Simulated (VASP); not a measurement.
Calculation: RPBE GGA, VASP's PBE PAW potentials (set 64) (plane waves; VASP). For the first row: Numerical set-up: 520 eV cut-off, 8×8×8 Γ-centred mesh, Gaussian smearing of 0.050 eV, potentials Cd S.

```
system             energy (eV/atom)
-----------------  ----------------
CdS (zinc blende)           -2.7639
Cd atom                     -0.0116
S atom                      -1.1254
```

Atoms are spin-polarised in a large box without symmetry, with the spin fixed by Hund's rule, and may not be in the lowest state of each functional; no zero-point energy is added.

Problem. What is the cohesive energy per atom of CdS?

Solution. The references average (1×(-0.0116) + 1×(-1.1254))/2 = -0.5685 eV, so the cohesive energy is -0.5685 − (-2.7639) = 2.195 eV/atom.
